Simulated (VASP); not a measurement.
Computed with PBE GGA, VASP's PBE PAW potentials (set 64) (plane waves; VASP 6.6.1).

VASP input:

INCAR:
```
NSW=40
LMAXMIX=4   # l cut-off of mixed one-centre charges
ALGO=Normal   # blocked Davidson
NELM=100   # most electronic steps
LASPH=.True.
SIGMA=0.1   # width (eV)
GGA=PE
LWAVE=.False.
LREAL=.False.
EDIFFG=-0.02
ENCUT=500   # plane-wave cut-off (eV)
ISMEAR=1
EDIFF=1E-6   # SCF stop (eV)
PREC=Accurate
IBRION=2
LCHARG=.False.
SYSTEM=Ba
PSTRESS=200   # kbar
ISIF=3   # ions, shape and volume
```

**POSCAR**
```
Ba
1
   -1.9580572201     1.9580572201     1.9580572201
    1.9580572201    -1.9580572201     1.9580572201
    1.9580572201     1.9580572201    -1.9580572201
Ba
1
Direct
  0.0000000000   0.0000000000   0.0000000000
```

### KPOINTS
```
Automatic mesh
0
Gamma
13 13 13
0 0 0
```

POTCAR, in this order: Ba_sv (PBE.64 set). Program: vasp_std.

Problem. What will the output report for the number of irreducible k-points (NKPTS), largest plane-wave count, number of space-group operations, FFT grid (NGX, NGY, NGZ)?

Solution. 
| Quantity | Result |
|---|---|
| number of irreducible k-points (NKPTS) | 84 |
| largest plane-wave count | 772 |
| number of space-group operations | 48 |
| FFT grid (NGX, NGY, NGZ) | 28 × 28 × 28 |

The compound is Ba in the bcc structure. This run relaxes it under an external pressure of 20 GPa. Symmetry was kept, so distortions that lower it aren't found.
